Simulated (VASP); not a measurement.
Here is the system:

```xyz
79
Lattice="9.1758 -4.8066 0.0004 9.1758 4.8066 0.0004 6.6576 0.0000 7.9357" Properties=species:S:1:pos:R:3 pbc="T T T"
Al    10.6081    -0.0131     3.3549
Al     4.4016     0.0000     1.3968
Al     1.8507     0.0000     0.5873
Al     8.1030     0.0000     2.5714
Al    13.9828     0.0000     7.3488
Al     7.7305     0.0000     5.3647
Al     5.1795     0.0000     4.5552
Al    11.4010    -0.0357     6.5581
Al    15.2419     2.4033     3.3812
Al     8.9896     2.4033     1.3970
Al     6.4386     2.4033     0.5875
Al    12.6909     2.4033     2.5716
Al    18.5707     2.4033     7.3490
Al    12.2804     2.4113     5.3694
Al     9.7657     2.4140     4.5593
Al    16.0198     2.4033     6.5395
Al    15.2419    -2.4033     3.3812
Al     8.9896    -2.4033     1.3970
Al     6.4386    -2.4033     0.5875
Al    12.6909    -2.4033     2.5716
Al    18.5707    -2.4033     7.3490
Al    12.3184    -2.4033     5.3649
Al     9.7674    -2.4033     4.5554
Al    16.0198    -2.4033     6.5395
Al    19.8298     0.0000     3.3814
Al    13.5775     0.0000     1.3972
Al    11.0265     0.0000     0.5877
Al    17.2789     0.0000     2.5718
Al    23.1586     0.0000     7.3492
Al    16.9063     0.0000     5.3651
Al    14.3554     0.0000     4.5556
Al    20.6077     0.0000     6.5397
O      4.7906    -0.9325     2.9760
O      5.1759     1.6679     1.7619
O      7.7141     0.9325     0.9923
O      6.8403     0.7354     3.7458
O      7.3288    -1.6679     2.2064
O      5.6644    -0.7354     0.2224
O      8.1194    -0.9325     6.9438
O      8.4663     1.6218     5.6952
O     10.1623     0.7230     7.6693
O     10.6702    -1.6691     6.1653
O      8.9883    -0.7301     4.2342
O      9.4250     1.4216     2.9543
O      9.7638     4.0712     1.7621
O     12.3020     3.3358     0.9925
O     11.4063     3.1844     3.7435
O     11.8925     0.7161     2.1582
O     10.2523     1.6679     0.2227
O     12.6895     1.5039     6.9311
O     13.0926     4.0712     5.7299
O     15.6308     3.3358     4.9603
O     14.7570     3.1387     7.7139
O     15.2456     0.7354     6.1744
O     13.5682     1.6811     4.2054
O      9.3785    -3.3358     2.9762
O      9.7638    -0.7354     1.7621
O     12.3020    -1.4708     0.9925
O     11.3865    -1.7044     3.6960
O     11.9167    -4.0712     2.2066
O     10.2523    -3.1387     0.2227
O     12.7073    -3.3358     6.9440
O     13.0835    -0.6925     5.6939
O     15.6308    -1.4708     4.9603
O     14.7570    -1.6679     7.7139
O     15.2456    -4.0712     6.1744
O     13.5811    -3.1387     4.1905
O     13.9664    -0.9325     2.9764
O     14.3517     1.6679     1.7623
O     16.8899     0.9325     0.9927
O     16.0161     0.7354     3.7462
O     16.5047    -1.6679     2.2068
O     14.8402    -0.7354     0.2229
O     17.2952    -0.9325     6.9443
O     17.6805     1.6679     5.7302
O     20.2188     0.9325     4.9605
O     19.3449     0.7354     7.7141
O     19.8335    -1.6679     6.1746
O     18.1691    -0.7354     4.1907
```

Computed with PBE GGA, VASP's PBE PAW potentials (set 64) (plane waves; VASP). Numerical set-up: PREC = Normal, LREAL = Auto, ISYM = 0, EDIFF = 1E-5, 400 eV cut-off, 1×1×1 Γ-centred mesh, Gaussian smearing of 0.050 eV, potentials Al O.

At this cut-off the stress carries a Pulay error, which pulls relaxed volumes low. The supercell is sampled at Γ alone, which is coarse: total energies, pressure and levels can be off, energies of defects by several tenths of an eV.

### Question
The ions are relaxed. Give the cell that the relaxation ends in.

### Answer

```xyz
79
Lattice="9.1758 -4.8066 0.0004 9.1758 4.8066 0.0004 6.6576 0.0000 7.9357" Properties=species:S:1:pos:R:3 pbc="T T T"
Al    10.6759     0.0335     3.4546
Al     4.4092    -0.0065     1.3782
Al     1.8471    -0.0029     0.5829
Al     8.1108    -0.0029     2.5675
Al    13.9665    -0.0028     7.3466
Al     7.7300    -0.0024     5.3640
Al     5.1769    -0.0002     4.5486
Al    11.4011     0.0349     6.4568
Al    15.2454     2.4056     3.3765
Al     8.9884     2.4034     1.3906
Al     6.4342     2.4041     0.5903
Al    12.6886     2.3982     2.5688
Al    18.5696     2.3999     7.3482
Al    12.3268     2.4165     5.3693
Al     9.7531     2.4147     4.5468
Al    16.0150     2.3996     6.5356
Al    15.2411    -2.4070     3.3808
Al     8.9909    -2.3988     1.3974
Al     6.4310    -2.3990     0.5819
Al    12.6865    -2.4063     2.5661
Al    18.5674    -2.4084     7.3473
Al    12.3173    -2.4031     5.3626
Al     9.7624    -2.4047     4.5516
Al    16.0107    -2.4019     6.5401
Al    19.8276     0.0018     3.3773
Al    13.5766    -0.0025     1.3955
Al    11.0142    -0.0072     0.6007
Al    17.2710     0.0020     2.5687
Al    23.1615     0.0019     7.3496
Al    16.9012    -0.0001     5.3668
Al    14.3487    -0.0008     4.5502
Al    20.6057     0.0031     6.5385
O      4.7837    -0.9333     2.9735
O      5.1736     1.6636     1.7558
O      7.7106     0.9361     0.9898
O      6.8407     0.7334     3.7404
O      7.3255    -1.6653     2.2075
O      5.6648    -0.7362     0.2132
O      8.1164    -0.9319     6.9413
O      8.5174     1.6574     5.7198
O     10.1675     0.7380     7.7003
O     10.6513    -1.6707     6.1676
O      8.9876    -0.7390     4.1993
O      9.3717     1.4733     2.9810
O      9.7638     4.0659     1.7603
O     12.2997     3.3297     0.9900
O     11.4218     3.1194     3.7504
O     11.9134     0.7368     2.2140
O     10.2493     1.6633     0.2246
O     12.7075     1.4764     6.9349
O     13.0922     4.0730     5.7255
O     15.6239     3.3293     4.9579
O     14.7562     3.1418     7.7088
O     15.2386     0.7343     6.1755
O     13.5635     1.6595     4.1951
O      9.3752    -3.3343     2.9734
O      9.7585    -0.7380     1.7660
O     12.2986    -1.4775     0.9893
O     11.4285    -1.6706     3.7457
O     11.9139    -4.0750     2.2035
O     10.2473    -3.1428     0.2203
O     12.7050    -3.3333     6.9410
O     13.0911    -0.7372     5.7161
O     15.6309    -1.4782     4.9589
O     14.7531    -1.6667     7.7081
O     15.2448    -4.0690     6.1745
O     13.5791    -3.1417     4.1916
O     13.9652    -0.9317     2.9724
O     14.3509     1.6650     1.7597
O     16.8872     0.9298     0.9912
O     16.0098     0.7378     3.7419
O     16.4998    -1.6646     2.2082
O     14.8361    -0.7391     0.2206
O     17.2949    -0.9343     6.9422
O     17.6773     1.6633     5.7247
O     20.2156     0.9218     4.9578
O     19.3434     0.7320     7.7116
O     19.8338    -1.6856     6.1650
O     18.1629    -0.7340     4.1907
```

### Question
How much energy does the relaxation gain?

### Answer
The energy (σ→0) changes by -5.2 meV/atom, in 12 ionic steps.

```json
[
 {"step": "1", "E(σ→0) (eV)": "-587.2189", "max force (eV/Å)": "1.508", "pressure (GPa)": "-5.94", "volume (Å³)": "699.98"},
 {"step": "2", "E(σ→0) (eV)": "-587.5067", "max force (eV/Å)": "0.548", "pressure (GPa)": "-6.28", "volume (Å³)": "699.98"},
 {"step": "3", "E(σ→0) (eV)": "-587.5202", "max force (eV/Å)": "0.483", "pressure (GPa)": "-6.25", "volume (Å³)": "699.98"},
 {"step": "4", "E(σ→0) (eV)": "-587.5889", "max force (eV/Å)": "0.239", "pressure (GPa)": "-6.34", "volume (Å³)": "699.98"},
 {"step": "5", "E(σ→0) (eV)": "-587.5891", "max force (eV/Å)": "0.227", "pressure (GPa)": "-6.35", "volume (Å³)": "699.98"},
 {"step": "6", "E(σ→0) (eV)": "-587.6142", "max force (eV/Å)": "0.133", "pressure (GPa)": "-6.39", "volume (Å³)": "699.98"},
 {"step": "7", "E(σ→0) (eV)": "-587.6144", "max force (eV/Å)": "0.148", "pressure (GPa)": "-6.39", "volume (Å³)": "699.98"},
 {"step": "8", "E(σ→0) (eV)": "-587.6225", "max force (eV/Å)": "0.104", "pressure (GPa)": "-6.42", "volume (Å³)": "699.98"},
 {"step": "9", "E(σ→0) (eV)": "-587.6225", "max force (eV/Å)": "0.104", "pressure (GPa)": "-6.42", "volume (Å³)": "699.98"},
 {"step": "10", "E(σ→0) (eV)": "-587.6261", "max force (eV/Å)": "0.048", "pressure (GPa)": "-6.44", "volume (Å³)": "699.98"},
 {"step": "11", "E(σ→0) (eV)": "-587.6262", "max force (eV/Å)": "0.050", "pressure (GPa)": "-6.44", "volume (Å³)": "699.98"},
 {"step": "12", "E(σ→0) (eV)": "-587.6277", "max force (eV/Å)": "0.028", "pressure (GPa)": "-6.45", "volume (Å³)": "699.98"}
]
```

The cell is a supercell with a defect, built from Al2O3 (corundum): vac_O. The run is not spin-polarised, so no state with unpaired spins was tried.
